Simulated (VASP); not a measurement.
The input files of a VASP run:

File POSCAR:
```
CdBr2
1
    1.9750000000     1.1402670000     6.2233330000
   -1.9750000000     1.1402670000     6.2233330000
    0.0000000000    -2.2805340000     6.2233330000
Cd Br
1 2
Direct
  0.0000000000   0.0000000000   0.0000000000
  0.2500000000   0.2500000000   0.2500000000
  0.7500000000   0.7500000000   0.7500000000
```

**KPOINTS**
```
Automatic mesh
0
Gamma
5 5 5
0 0 0
```

**INCAR**
```
LASPH  =  .TRUE.
GGA  =  PS   ! PBEsol
ISMEAR  =  -1   ! Fermi-Dirac
LWAVE  =  .FALSE.
SIGMA  =  0.136
LMAXMIX  =  4   ! l cut-off of mixed one-centre charges
ISIF  =  2   ! forces and stress, cell fixed
LCHARG  =  .FALSE.
ALGO  =  Normal
NELM  =  100
SYSTEM  =  CdBr2
ENCUT  =  300   ! plane-wave cut-off (eV)
LREAL  =  .FALSE.   ! projection in real space or not
PREC  =  Accurate
EDIFF  =  1E-6
```

POTCAR, in this order: Cd Br (PBE.64 set). Program: vasp_std.

Translate this PBEsol calculation to Quantum ESPRESSO's pw.x.

One equivalent input (not run):
```
&CONTROL
  calculation = 'scf'
  pseudo_dir = './pseudo'
  outdir = './out'
  tprnfor = .true.
  tstress = .true.
/
&SYSTEM
  ibrav = 0
  nat = 3
  ntyp = 2
  ecutwfc = 102
  occupations = 'smearing'
  smearing = 'fermi-dirac'
  degauss = 0.009996
  input_dft = 'pbesol'
/
&ELECTRONS
  conv_thr = 7.3e-08
  electron_maxstep = 100
/
ATOMIC_SPECIES
  Cd 112.414 Cd.upf
  Br 79.904 Br.upf
CELL_PARAMETERS angstrom
     1.9750000    1.1402670    6.2233330
    -1.9750000    1.1402670    6.2233330
     0.0000000   -2.2805340    6.2233330
ATOMIC_POSITIONS crystal
  Cd   0.0000000  0.0000000  0.0000000
  Br   0.2500000  0.2500000  0.2500000
  Br   0.7500000  0.7500000  0.7500000
K_POINTS automatic
  5 5 5 0 0 0
```
The two are equivalent in intent, not identical: the potentials are each code's own (VASP's PAW set, PseudoDojo norm-conserving files in pw.x), so ENCUT and ecutwfc are chosen apart and not converted; conv_thr bounds pw.x's estimated SCF error, while EDIFF bounds the energy change between steps.

The structure comes from a measured CdBr2 entry of the Crystallography Open Database, whose conditions weren't checked. The cell was not relaxed at this level.
